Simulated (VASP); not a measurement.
Data:

```
VSi2
1.0
    4.52191     0.00000     0.00000
   -2.26095     3.91608     0.00000
    0.00000     0.00000     6.30898
V Si
3 6
Direct
  0.50000   0.00000   0.00000
  0.50000   0.50000   0.33333
  0.00000   0.50000   0.66667
  0.16298   0.32596   0.00000
  0.83702   0.16298   0.33333
  0.67404   0.83702   0.66667
  0.83702   0.67404   0.00000
  0.16298   0.83702   0.33333
  0.32596   0.16298   0.66667
```

All values below come from PBEsol GGA, VASP's PBE PAW potentials (set 64) (plane waves; VASP). Numerical set-up: 400 eV cut-off, Gaussian smearing of 0.050 eV, potentials V_sv Si.

Q: Give the energies of bands 23 to 36 at the high-symmetry points, in eV from the Fermi level.

A: 
| band | Γ | M | K | A | L | H |
|---|---|---|---|---|---|---|
| 23 | -3.51 | -3.65 | -2.36 | -4.26 | -3.24 | -2.70 |
| 24 | -3.21 | -3.62 | -2.36 | -4.26 | -2.89 | -2.70 |
| 25 | -2.22 | -2.19 | -1.53 | -2.11 | -1.74 | -2.18 |
| 26 | -2.18 | -1.71 | -1.41 | -2.11 | -1.73 | -2.18 |
| 27 | -2.18 | -1.64 | -1.41 | -2.00 | -1.64 | -2.10 |
| 28 | -2.18 | -1.43 | -1.36 | -2.00 | -1.48 | -2.03 |
| 29 | -2.18 | -0.73 | -1.36 | -1.92 | -1.45 | -0.47 |
| 30 | -1.88 | -0.61 | -1.21 | -1.92 | -1.29 | -0.47 |
| 31 | -1.88 | -0.14 | 0.15 | -1.66 | -0.48 | -0.10 |
| 32 | -1.76 | 0.05 | 0.15 | 0.55 | -0.05 | -0.10 |
| 33 | 0.35 | 0.42 | 0.30 | 0.55 | 0.85 | 0.54 |
| 34 | 2.17 | 1.06 | 1.40 | 2.18 | 1.31 | 1.34 |
| 35 | 2.51 | 1.44 | 1.59 | 2.56 | 1.79 | 1.88 |
| 36 | 2.51 | 1.52 | 1.59 | 2.60 | 1.84 | 1.88 |

It has no gap at this level: it comes out as a metal or semimetal.

The structure was generated: VSi2 was put into the CrSi2 type (P6_222), which need not be its known phase. It was relaxed first. The run is not spin-polarised, so no magnetic state was tried. The electron count is odd and the run is not spin-polarised, which forces a metal.
